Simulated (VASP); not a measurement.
The input files of a VASP run:

**INCAR**
```
SYSTEM = GaSe
PREC = Accurate
ENCUT = 400
EDIFF = 1E-6
NELM = 100
ALGO = Normal
LREAL = .FALSE.
LASPH = .TRUE.
ISMEAR = 0
SIGMA = 0.05
GGA = PE
LMAXMIX = 4
LWAVE = .TRUE.
LCHARG = .FALSE.
```

File POSCAR:
```
GaSe
1
    3.8149265358     0.0000000000     0.0000000000
   -1.9074632679     3.3038228207     0.0000000000
    0.0000000000     0.0000000000    17.4497820886
Ga Se
4 4
Direct
  0.3333330000   0.6666670000   0.1793449748
  0.6666670000   0.3333330000   0.8206550252
  0.6666670000   0.3333330000   0.6793449748
  0.3333330000   0.6666670000   0.3206550252
  0.3333330000   0.6666670000   0.6120744050
  0.6666670000   0.3333330000   0.3879255950
  0.6666670000   0.3333330000   0.1120744050
  0.3333330000   0.6666670000   0.8879255950
```

### KPOINTS
```
Automatic mesh
0
Gamma
6 6 1
0 0 0
```

POTCAR, in this order: Ga_d Se (PBE.64 set). Program: vasp_std.

Q: Translate this PBE calculation to Quantum ESPRESSO's pw.x.

A: One equivalent input (not run):
```
&CONTROL
  calculation = 'scf'
  pseudo_dir = './pseudo'
  outdir = './out'
  tprnfor = .true.
  tstress = .true.
/
&SYSTEM
  ibrav = 0
  nat = 8
  ntyp = 2
  ecutwfc = 86
  occupations = 'smearing'
  smearing = 'gaussian'
  degauss = 0.003675
  input_dft = 'pbe'
/
&ELECTRONS
  conv_thr = 7.3e-08
  electron_maxstep = 100
/
ATOMIC_SPECIES
  Ga 69.723 Ga.upf
  Se 78.971 Se.upf
CELL_PARAMETERS angstrom
     3.8149265    0.0000000    0.0000000
    -1.9074633    3.3038228    0.0000000
     0.0000000    0.0000000   17.4497821
ATOMIC_POSITIONS crystal
  Ga   0.3333330  0.6666670  0.1793450
  Ga   0.6666670  0.3333330  0.8206550
  Ga   0.6666670  0.3333330  0.6793450
  Ga   0.3333330  0.6666670  0.3206550
  Se   0.3333330  0.6666670  0.6120744
  Se   0.6666670  0.3333330  0.3879256
  Se   0.6666670  0.3333330  0.1120744
  Se   0.3333330  0.6666670  0.8879256
K_POINTS automatic
  6 6 1 0 0 0
```
The two are equivalent in intent, not identical: the potentials are each code's own (VASP's PAW set, PseudoDojo norm-conserving files in pw.x), so ENCUT and ecutwfc are chosen apart and not converted; conv_thr bounds pw.x's estimated SCF error, while EDIFF bounds the energy change between steps.

The structure comes from a computed database's GaSe entry (P6_3/mmc), a phase known from measurement. It was relaxed first, which changed the volume by +8 %.
